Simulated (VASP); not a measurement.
## Converging a slab model of K(111)

Wanted: the error that each setting leaves in the work function or ionisation potential of K(111).

Main program and level: VASP 6.6.1; PBEsol; plane waves and PAW (K_pv), in the first sound run; inputs show where later runs differ.

### Step 1. The starting structure

The cell holds 11 atoms: 11 K. Cell: a = 7.396 Å, b = 7.396 Å, c = 33.098 Å, α = 90.0°, β = 90.0°, γ = 60.0°. Vacuum lies along c.

Structure file:

```xyz
11
Lattice="7.3963 0.0000 0.0000 3.6982 6.4054 0.0000 0.0000 0.0000 33.0977" Properties=species:S:1:pos:R:3
K     7.3963    4.2703    9.0000
K     0.0000    0.0000   10.5098
K     3.6982    2.1351   12.0195
K     7.3963    4.2703   13.5293
K     0.0000    0.0000   15.0391
K     3.6982    2.1351   16.5489
K     7.3963    4.2703   18.0586
K     0.0000    0.0000   19.5684
K     3.6982    2.1351   21.0782
K     7.3963    4.2703   22.5879
K     0.0000    0.0000   24.0977
```

### Step 2. The base run

The base run sets the number that all others are held against.

INCAR

```
SYSTEM = K
PREC = Normal
ENCUT = 350
EDIFF = 1E-06
NELM = 120
ISMEAR = 1
SIGMA = 0.1
LREAL = .FALSE.
ALGO = Normal
GGA = PS
NBANDS = 49
LORBIT = 11
LWAVE = .FALSE.
LCHARG = .FALSE.
KPAR = 4
IDIPOL = 3
LDIPOL = .TRUE.
DIPOL = 0.5 0.5 0.5
LVHAR = .TRUE.
LVACPOTAV = .TRUE.
NEDOS = 1500
```

POSCAR

```
K
1.0
    7.3963369312      0.0000000000      0.0000000000
    3.6981684656      6.4054156774      0.0000000000
    0.0000000000      0.0000000000     33.0977095393
K
11
Direct
    0.6666666667      0.6666666667      0.2719221398
    0.0000000000      0.0000000000      0.3175377118
    0.3333333333      0.3333333333      0.3631532839
    0.6666666667      0.6666666667      0.4087688559
    0.0000000000      0.0000000000      0.4543844280
    0.3333333333      0.3333333333      0.5000000000
    0.6666666667      0.6666666667      0.5456155720
    0.0000000000      0.0000000000      0.5912311441
    0.3333333333      0.3333333333      0.6368467161
    0.6666666667      0.6666666667      0.6824622882
    0.0000000000      0.0000000000      0.7280778602
```

KPOINTS

```
Automatic mesh
0
Gamma
6 6 1
0 0 0
```

The projector-augmented-wave data sets are K_pv (PBE family, release 64).

Command:

```sh
$ mpirun -np 4 vasp_std
```

Log:

```text
[banner, memory and clock lines left out]
running    4 mpi-ranks, on    1 nodes
 distrk:  each k-point on    1 cores,    4 groups
 distr:  one band on    1 cores,    1 groups

 POSCAR found type information on POSCAR K
 POSCAR found :  1 types and      11 ions
|                                                                             |
|               ----> ADVICE to this user running VASP <----                  |
|                                                                             |
|     You enforced a specific xc type in the INCAR file but a different       |
|     [... a line on the potential file left out ...]
|     I HOPE YOU KNOW WHAT YOU ARE DOING!                                     |
|                                                                             |

 LDA part: xc-table for (Slater+PW92), standard interpolation
 POSCAR, INCAR and KPOINTS ok, starting setup
 FFT: planning ... GRIDC
 FFT: planning ... GRID_SOFT
 FFT: planning ... GRID
 WAVECAR not read
 entering main loop
       N       E                     dE             d eps       ncg     rms          rms(c)
DAV:   1     0.152808122705E+03    0.15281E+03   -0.26275E+04  1022   0.798E+02
DAV:   2    -0.568012975675E+01   -0.15849E+03   -0.15313E+03   757   0.161E+02
DAV:   3    -0.116254724179E+02   -0.59453E+01   -0.56368E+01   804   0.258E+01
DAV:   4    -0.118911446187E+02   -0.26567E+00   -0.26476E+00   860   0.470E+00
DAV:   5    -0.118989329056E+02   -0.77883E-02   -0.77863E-02   852   0.809E-01    0.469E+00
DAV:   6    -0.114639290189E+02    0.43500E+00   -0.12760E+00   790   0.477E+00    0.234E+00
DAV:   7    -0.113858235637E+02    0.78105E-01   -0.34712E-01   826   0.139E+00    0.159E+00
DAV:   8    -0.113327780744E+02    0.53045E-01   -0.11884E-01   761   0.882E-01    0.280E-01
DAV:   9    -0.113329832887E+02   -0.20521E-03   -0.17847E-02   796   0.309E-01    0.178E-01
DAV:  10    -0.113322971721E+02    0.68612E-03   -0.50413E-03   786   0.204E-01    0.669E-02
DAV:  11    -0.113330461574E+02   -0.74899E-03   -0.14620E-03   772   0.865E-02    0.440E-02
DAV:  12    -0.113346938797E+02   -0.16477E-02   -0.12459E-03   726   0.663E-02    0.266E-02
DAV:  13    -0.113358914028E+02   -0.11975E-02   -0.76430E-04   731   0.450E-02    0.182E-02
DAV:  14    -0.113365444215E+02   -0.65302E-03   -0.22945E-04   750   0.308E-02    0.110E-02
DAV:  15    -0.113366845503E+02   -0.14013E-03   -0.40932E-05   699   0.123E-02    0.501E-03
DAV:  16    -0.113367448623E+02   -0.60312E-04   -0.20918E-05   531   0.772E-03    0.299E-03
DAV:  17    -0.113367704147E+02   -0.25552E-04   -0.10510E-05   481   0.503E-03    0.156E-03
DAV:  18    -0.113367844809E+02   -0.14066E-04   -0.68764E-06   487   0.320E-03    0.644E-04
DAV:  19    -0.113367894844E+02   -0.50035E-05   -0.79444E-07   508   0.141E-03    0.462E-04
DAV:  20    -0.113367973939E+02   -0.79095E-05   -0.35777E-07   495   0.935E-04    0.273E-04
DAV:  21    -0.113368038026E+02   -0.64086E-05   -0.23388E-07   488   0.566E-04    0.219E-04
DAV:  22    -0.113368069950E+02   -0.31925E-05   -0.85488E-08   479   0.581E-04    0.981E-05
DAV:  23    -0.113368074680E+02   -0.47293E-06   -0.11247E-08   471   0.245E-04
|                                                                             |
|           W    W    AA    RRRRR   N    N  II  N    N   GGGG   !!!           |
|           W    W   A  A   R    R  NN   N  II  NN   N  G    G  !!!           |
|           W    W  A    A  R    R  N N  N  II  N N  N  G       !!!           |
|           W WW W  AAAAAA  RRRRR   N  N N  II  N  N N  G  GGG   !            |
|           WW  WW  A    A  R   R   N   NN  II  N   NN  G    G                |
|           W    W  A    A  R    R  N    N  II  N    N   GGGG   !!!           |
|                                                                             |
|     Did not find any points to average over, which means that no vacuum     |
|     field-free region was found. Please increase the size of  your cell     |
|     in the dimension of the dipole correction to obtain accurate            |
|     workfunction values.                                                    |
|                                                                             |

   1 F= -.11336807E+02 E0= -.11338758E+02  d E =0.585061E-02
```

The job ended after 77 s (4 MPI ranks of Intel Xeon 6975P-C (Granite Rapids), shared host; peak memory 2.4 GiB).

The logs omit lines about the potential files and the build; timing stands in the text.

Parts of OUTCAR (step 2):

```text
ion  position               nearest neighbor table
   1  0.667  0.667  0.272-   4 4.53   2 4.53   2 4.53   2 4.53   3 5.23   3 5.23   3 5.23
   2  0.000  0.000  0.318-   1 4.53   1 4.53   1 4.53   3 4.53   3 4.53   3 4.53   5 4.53   4 5.23
                             4 5.23   4 5.23
   3  0.333  0.333  0.363-   6 4.53   4 4.53   4 4.53   2 4.53   4 4.53   2 4.53   2 4.53   1 5.23
                             5 5.23   1 5.23   5 5.23   5 5.23   1 5.23
   4  0.667  0.667  0.409-   1 4.53   7 4.53   3 4.53   3 4.53   5 4.53   3 4.53   5 4.53   5 4.53
                             2 5.23   6 5.23   6 5.23   2 5.23   2 5.23   6 5.23
   5  0.000  0.000  0.454-   8 4.53   6 4.53   6 4.53   6 4.53   4 4.53   4 4.53   4 4.53   2 4.53
                             7 5.23   7 5.23   7 5.23   3 5.23   3 5.23   3 5.23
   6  0.333  0.333  0.500-   3 4.53   9 4.53   5 4.53   7 4.53   7 4.53   5 4.53   5 4.53   7 4.53
                             4 5.23   8 5.23   4 5.23   8 5.23   8 5.23   4 5.23
   7  0.667  0.667  0.546-   4 4.53   6 4.53   6 4.53   8 4.53   6 4.53   8 4.53   8 4.53  10 4.53
                             5 5.23   5 5.23   5 5.23   9 5.23   9 5.23   9 5.23
   8  0.000  0.000  0.591-   5 4.53  11 4.53   9 4.53   9 4.53   9 4.53   7 4.53   7 4.53   7 4.53
                            10 5.23   6 5.23   6 5.23  10 5.23   6 5.23  10 5.23
   9  0.333  0.333  0.637-   6 4.53   8 4.53   8 4.53   8 4.53  10 4.53  10 4.53  10 4.53   7 5.23
                            11 5.23   7 5.23  11 5.23  11 5.23   7 5.23
  10  0.667  0.667  0.682-  11 4.53  11 4.53  11 4.53   9 4.53   9 4.53   9 4.53   7 4.53   8 5.23
                             8 5.23   8 5.23
  11  0.000  0.000  0.728-   8 4.53  10 4.53  10 4.53  10 4.53   9 5.23   9 5.23   9 5.23

  LATTYP: Found a hexagonal cell.
 ALAT       =     7.3963369312
 C/A-ratio  =     4.4748785577

 Subroutine GETGRP returns: Found 12 space group operations
 (whereof  6 operations were pure point group operations)

The static configuration has the point symmetry C_3v.
 The point group associated with its full space group is D_3d.

 Found      7 irreducible k-points:

   k-points           NKPTS =      7   k-points in BZ     NKDIM =      7   number of bands    NBANDS=     49

   dimension x,y,z NGX =    36 NGY =   36 NGZ =  160
   dimension x,y,z NGXF=    72 NGYF=   72 NGZF=  320

   ENCUT  =  350.0 eV  25.72 Ry    5.07 a.u.  11.28 11.28 50.49*2*pi/ulx,y,z

   NELECT =      77.0000    total number of electrons

 k-points in reciprocal lattice and weights: Automatic mesh
   0.00000000  0.00000000  0.00000000       0.028
   0.16666667  0.00000000  0.00000000       0.167
   0.33333333 -0.00000000  0.00000000       0.167
   0.50000000  0.00000000  0.00000000       0.083
   0.33333333  0.16666667  0.00000000       0.167
   0.50000000  0.16666667  0.00000000       0.333
  -0.33333333  0.33333333  0.00000000       0.056

 dipolmoment           0.000000      0.000000     -0.000000 electrons x Angstroem

 average (electrostatic) potential at core
       1 -18.1329       2 -17.7851       3 -17.6811       4 -17.6104       5 -17.6195
       6 -17.6248       7 -17.6195       8 -17.6104       9 -17.6811      10 -17.7851
      11 -18.1329

 E-fermi :  -1.5948

 k-point     1 :       0.0000    0.0000    0.0000
  band No.  band energies     occupation
    ...
     33     -17.1169      2.00000
     34      -3.7321      2.00000
     35      -3.4046      2.00000
     36      -2.8842      2.00000
     37      -2.2302      2.00000
     38      -1.5363      0.17411
     39      -0.8720     -0.00000
     40      -0.3890     -0.00000
     41      -0.3890     -0.00000
     42      -0.3623     -0.00000
    ...

 k-point     2 :       0.1667    0.0000    0.0000
  band No.  band energies     occupation
    ...
     33     -17.1168      2.00000
     34      -3.6150      2.00000
     35      -3.2904      2.00000
     36      -2.7754      2.00000
     37      -2.1295      2.00000
     38      -1.4450     -0.05546
     39      -1.1464     -0.00000
     40      -0.8971     -0.00000
     41      -0.7866     -0.00000
     42      -0.6585     -0.00000
    ...

 k-point     3 :       0.3333   -0.0000    0.0000
  band No.  band energies     occupation
    ...
     35      -2.9549      2.00000
     36      -2.4564      2.00000
     37      -1.9928      2.00000
     38      -1.8433      2.00248
     39      -1.6938      2.04809
     40      -1.2847     -0.00011
     41      -1.1491     -0.00000
     42      -0.9588     -0.00000
     43      -0.8232     -0.00000
     44      -0.7166     -0.00000
    ...

  Total       -0.4691365     -0.4691365     -0.7723783     -0.0000000      0.0000000      0.0000000
  in kB       -0.4793447     -0.4793447     -0.7891848     -0.0000000      0.0000000      0.0000000
  external PRESSURE =      -0.5826247 kB  Pullay stress =       0.0000000 kB

  energy-cutoff  :      350.00
  volume of cell :     1568.06
      direct lattice vectors                 reciprocal lattice vectors
     7.396336931  0.000000000  0.000000000     0.135202061 -0.078058947  0.000000000
     3.698168466  6.405415677  0.000000000     0.000000000  0.156117893  0.000000000
     0.000000000  0.000000000 33.097709539     0.000000000  0.000000000  0.030213571

 POSITION                                       TOTAL-FORCE (eV/Angst)
 -----------------------------------------------------------------------------------
      7.39634      4.27028      9.00000         0.000000      0.000000      0.052940
      0.00000      0.00000     10.50977        -0.000000      0.000000      0.038399
      3.69817      2.13514     12.01954         0.000000      0.000000     -0.046655
      7.39634      4.27028     13.52931        -0.000000      0.000000     -0.011487
      0.00000      0.00000     15.03908        -0.000000      0.000000     -0.005868
      3.69817      2.13514     16.54885        -0.000000      0.000000      0.000000
      7.39634      4.27028     18.05863         0.000000     -0.000000      0.005868
      0.00000      0.00000     19.56840         0.000000     -0.000000      0.011487
      3.69817      2.13514     21.07817        -0.000000     -0.000000      0.046655
      7.39634      4.27028     22.58794        -0.000000     -0.000000     -0.038399
      0.00000      0.00000     24.09771        -0.000000      0.000000     -0.052940
 -----------------------------------------------------------------------------------
    total drift:                               -0.000000     -0.000000     -0.000000

  FREE ENERGIE OF THE ION-ELECTRON SYSTEM (eV)
  ---------------------------------------------------
  free  energy   TOTEN  =       -11.3368074680 eV

  energy  without entropy=      -11.3426580763  energy(sigma->0) =      -11.33875767

 vacuum level on the upper side and lower side of the slab         0.517         0.517

 total charge
# of ion       s       p       d       tot
------------------------------------------
    1        0.155   5.975   0.007   6.138
    2        0.161   6.001   0.009   6.171
    3        0.142   6.013   0.011   6.166
    4        0.146   6.018   0.012   6.177
    5        0.152   6.014   0.012   6.178
    6        0.147   6.019   0.011   6.177
    7        0.152   6.014   0.012   6.178
    8        0.146   6.018   0.012   6.177
    9        0.142   6.013   0.011   6.166
   10        0.161   6.001   0.009   6.171
   11        0.155   5.975   0.007   6.138
--------------------------------------------------
tot          1.661  66.063   0.113  67.837

[... 3 further parts left out ...]
```

This run has no spin polarisation. Its electron count is odd, so without a moment it is a metal by construction. The PAW data sets were made with PBE, which is usual practice but a small mismatch for other functionals.

Numbers from this step:

* electronic cycles: 23
* electrons: 77
* free energy (TOTEN): -11.34 eV
* energy at zero smearing: -11.34 eV
* Fermi energy: -1.595 eV
* labelled metallic, from the levels on this mesh: yes
* dipole moment: 0, 0, 0 e·Å
* vacuum levels: 0.517, 0.517 eV
* work functions of the upper and lower face: 2.112, 2.112 eV
* highest filled level below the vacuum: 2.112 eV

The planar average of the electrostatic potential oscillates, so the rows of the table below give means over windows of 1.5 Å about each position, cut where the curve ends. Its maxima inside the range that stand out by 2 % of the span (Å: eV): 10.6: 1.22, 12.0: 1.28, 13.5: 1.28, 15.0: 1.29, 16.5: 1.26, 18.1: 1.29, 19.5: 1.28, 21.1: 1.28, 22.5: 1.22. Its minima: 9.7: 0.958, 11.2: 1.07, 12.7: 1.07, 14.3: 1.09, 15.8: 1.06, 17.3: 1.06, 18.8: 1.09, 20.4: 1.07, 21.9: 1.07, 23.4: 0.958.

Zero at the Fermi level. Table of planar average of the electrostatic potential by height; means over each step:

```csv
height (Å),planar average of the electrostatic potential (eV)
0.75,2.11
2.25,2.11
3.75,2.11
5.25,2.10
6.75,1.95
8.25,1.44
9.75,1.08
11.25,1.15
12.75,1.16
14.25,1.18
15.75,1.16
17.25,1.16
18.75,1.18
20.25,1.16
21.75,1.15
23.25,1.08
24.75,1.41
26.25,1.93
27.75,2.09
29.25,2.11
30.75,2.11
32.25,2.11
```

Density of states in the PAW spheres, an atom over height of the layer and energy from the Fermi level.

Ten even steps from '_' (0.000 states/eV) to '@' (0.264 states/eV), each cell a mean:
```
########******########
%%%%%%@@@@@@@@@@%%%%%%
####****++++++****####
========++++++========
--==================--
..::----::::::----::..
____..............____
______________________
______________________
______________________
______________________
______________________
______________________
______________________
______________________
______________________
______________________
______________________
______________________
______________________
______________________
______________________
```
Columns: height of the layer (Å) from 9 to 24.1; rows upwards: energy from the Fermi level (eV) from -7.9 to 0.5.

Force by atom:

```csv
atom,x (eV/Å),y (eV/Å),z (eV/Å),size
K1,0.0000,0.0000,0.0529,0.0529
K2,0.0000,0.0000,0.0384,0.0384
K3,0.0000,0.0000,-0.0467,0.0467
K4,0.0000,0.0000,-0.0115,0.0115
K5,0.0000,0.0000,-0.0059,0.0059
K6,0.0000,0.0000,0.0000,0.0000
K7,0.0000,0.0000,0.0059,0.0059
K8,0.0000,0.0000,0.0115,0.0115
K9,0.0000,0.0000,0.0467,0.0467
K10,0.0000,0.0000,-0.0384,0.0384
K11,0.0000,0.0000,-0.0529,0.0529
```

The highest filled level lies 2.11 eV below the vacuum at the upper face.

Only the dipole across the slab is computed (IDIPOL = 3); zeros along the plane are no results.

The map of layer states is cut here 0.5 eV above the Fermi level, so it leaves out the states above that.

(Continued in part 2 of 5.)

[Lines on the potential files, build, host, timing and source positions are cut from VASP's logs without a mark.]

[Logs are printed without paths, hosts, clocks, repeated set-up lines and the standing remarks that a program may print on its own settings, such as how far it seeks lower states.]

[Hosts, paths, dates, database ids (printed as entryN), source tags and the programs' standing remarks are cut or masked in the printed files.]

[In band tables of VASP the shares of atoms and orbitals are scaled to a sum of 1 inside the atoms' spheres.]

[Runs that stopped without an error message from VASP are left out.]
